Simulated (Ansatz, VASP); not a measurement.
One calculation of BiAs, two programs

```
CELL_PARAMETERS angstrom
3.62973 0.00000 0.00000
0.00000 3.62973 0.00000
0.00000 0.00000 3.62973
ATOMIC_POSITIONS crystal
Bi 0.00000 0.00000 0.00000
As 0.50000 0.50000 0.50000
```

The cell comes from a database or a generator and needn't be the stable form of this composition.

Alike in both runs: task single point; functional PBEsol; dispersion D4; k mesh 12 × 12 × 12; occupations fermi-dirac, width 0.08 eV; no spin polarisation.

```csv
,VASP,Ansatz
version,VASP 6.6.1,Ansatz 0.2.0
potentials or method,"VASP PAW PBE potentials, release 64 (Bi_d, As), cutoff 520 eV","all-electron PAW with datasets made for the crystal, scalar-relativistic"
```

```tsv
	VASP	Ansatz	Ansatz less VASP
gap on the k mesh at the Fermi level (eV)	none	none	-
pressure (GPa)	-2.0	-2.0	-0.01
dispersion energy (meV/atom)	-315.9	-316.1	-0.18
```

A gap of «none» marks a metal or a gap that the smearing closes. Ansatz ran all-electron here, so the differences hold the error of VASP's frozen core and of both bases. Ansatz warned: «printed_levels_off».

Caveats: the PAW data sets were made with another functional, which shifts forces and pressure a little (VASP); spin-orbit coupling is left out, which moves the levels of the heavy elements; pairwise dispersion overbinds metals, which lowers pressure and volume.
